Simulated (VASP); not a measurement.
## GaSe (space group R3m): computed properties

Method: PBEsol GGA, VASP's PBE PAW potentials (set 64) (plane waves; VASP).

* **space group**: R3m (160)
* **cell**: a = b = 3.745 Å, c = 24.576 Å, α = β = 90.00°, γ = 120.00°
* **volume per atom**: 24.87 Å³/atom
* **band gap (over mesh and band path)**: 1.06 eV
* **smallest direct gap (over mesh and band path)**: 1.06 eV
* **band-edge character**: direct, T to T
* **density**: 4.96 g/cm³

```
GaSe
1.0
    1.87236     1.08101     8.19192
   -1.87236     1.08101     8.19192
    0.00000    -2.16202     8.19192
Ga Se
2 2
Direct
  0.95043   0.95043   0.95043
  0.04924   0.04924   0.04924
  0.23600   0.23600   0.23600
  0.43034   0.43034   0.43034
```

Without a dispersion term in the relaxation, distances and binding between the weakly bound layers, chains or molecules are unreliable, and so is what depends on them.

The structure comes from a computed database's GaSe entry (R3m); how it stands against other phases isn't given here. It was relaxed first, which changed the volume by -7 %. Symmetry was kept, so distortions that lower it aren't found.
